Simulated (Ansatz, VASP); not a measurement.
## One calculation of TaF3, two programs

```
Ta F
1.0
     4.13650    0.00000    0.00000
     0.00000    4.13650    0.00000
     0.00000    0.00000    4.13650
Ta F
1 3
Direct
  0.00000 0.00000 0.00000
  0.50000 0.00000 0.00000
  0.00000 0.50000 0.00000
  0.00000 0.00000 0.50000
```

Alike in both runs: functional PBE; k mesh 5 × 5 × 5; no spin polarisation; Hubbard terms Ta d U = 2.0 eV.

Ansatz relaxed the structure, and its values are those at the end. VASP's run is a single point on that final structure, the one shown.

|  | VASP | Ansatz |
| --- | --- | --- |
| version | VASP 6.6.1 | Ansatz 0.2.0 |
| potentials or method | VASP PAW PBE potentials, release 64 (Ta_pv, F) | PAW plane waves |
| plane-wave cutoff (eV) | 520 | 420 |
| occupations | fermi-dirac, width 0.1 eV | fermi-dirac |
| valence electrons in the cell | 32 | 34 |

VASP gave:

```
gap on the k mesh at the Fermi level (eV) : none
pressure (GPa)                            : 0.9
```

Problem. What did Ansatz give for the same quantities?

Solution. gap on the k mesh at the Fermi level (eV): none; pressure (GPa): 0.0.

The programs project onto different local orbitals, so the same U acts differently. A gap of «none» marks a metal or a gap that the smearing closes. The two sets of potentials don't hold the same shells in valence. Ansatz warned: «filled_band_counts_differ_across_k_points».

Caveats: U without spin polarisation on a metal has little footing. Spin-orbit coupling is left out, which matters for the levels of Ta.
